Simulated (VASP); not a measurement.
OSZICAR of a VASP run on Ti (hcp):

**OSZICAR**
```
       N       E                     dE             d eps       ncg     rms          rms(c)
DAV:   1     0.247392765732E+03    0.24739E+03   -0.13799E+04  3840   0.187E+03
DAV:   2     0.933654679672E+01   -0.23806E+03   -0.23672E+03  3928   0.495E+02
DAV:   3    -0.178726160311E+02   -0.27209E+02   -0.27091E+02  7584   0.136E+02
DAV:   4    -0.190074958577E+02   -0.11349E+01   -0.11347E+01  4008   0.293E+01
DAV:   5    -0.190698548080E+02   -0.62359E-01   -0.62357E-01  6384   0.466E+00    0.122E+01
DAV:   6    -0.166494504392E+02    0.24204E+01   -0.91135E+00  4520   0.348E+01    0.288E+00
DAV:   7    -0.166249750361E+02    0.24475E-01   -0.89956E-01  5752   0.778E+00    0.204E+00
DAV:   8    -0.166479039004E+02   -0.22929E-01   -0.22357E-01  4528   0.642E+00    0.692E-01
DAV:   9    -0.166387051641E+02    0.91987E-02   -0.56558E-02  4624   0.267E+00    0.658E-02
DAV:  10    -0.166389757022E+02   -0.27054E-03   -0.23722E-03  6144   0.391E-01    0.908E-02
DAV:  11    -0.166390545172E+02   -0.78815E-04   -0.21932E-04  4296   0.130E-01    0.263E-02
DAV:  12    -0.166390487402E+02    0.57770E-05   -0.43360E-05  5680   0.522E-02    0.961E-03
DAV:  13    -0.166390487971E+02   -0.56831E-07   -0.11957E-06  4664   0.114E-02    0.334E-03
DAV:  14    -0.166390491089E+02   -0.31182E-06   -0.50378E-07  4824   0.655E-03    0.642E-04
DAV:  15    -0.166390490845E+02    0.24334E-07   -0.45659E-08  2592   0.208E-03
   1 F= -.16639049E+02 E0= -.16639798E+02  d E =-.166390E+02
       N       E                     dE             d eps       ncg     rms          rms(c)
DAV:   1    -0.166393963564E+02   -0.34725E-03   -0.18452E-02  4040   0.195E+00    0.128E-01
DAV:   2    -0.166391945721E+02    0.20178E-03   -0.10934E-03  3840   0.418E-01    0.659E-02
DAV:   3    -0.166391059285E+02    0.88644E-04   -0.32524E-04  5648   0.190E-01    0.768E-03
DAV:   4    -0.166391059749E+02   -0.46401E-07   -0.27244E-05  4504   0.764E-02    0.385E-03
DAV:   5    -0.166391058668E+02    0.10818E-06   -0.10224E-06  5384   0.112E-02    0.487E-04
DAV:   6    -0.166391058763E+02   -0.95033E-08   -0.23586E-08  2328   0.209E-03
   2 F= -.16639106E+02 E0= -.16639866E+02  d E =-.567917E-04
```

Problem. Which electronic solver shows in the log?

Solution. It is blocked Davidson (ALGO = Normal, or the opening steps of other solvers). The INCAR had ALGO = Normal.

Problem. Can the final energy be trusted as converged?

Solution. The run converged. It stopped with EDIFF = 1E-7, NELM = 100, NSW = 30 and EDIFFG = -0.01 after 2 ionic steps (PBEsol GGA, plane waves, VASP's PBE PAW potentials (set 64)).

The compound is Ti in the hcp structure. This cell is one point of a volume scan, at 1.06 of the reference volume. Symmetry was kept, so distortions that lower it aren't found.
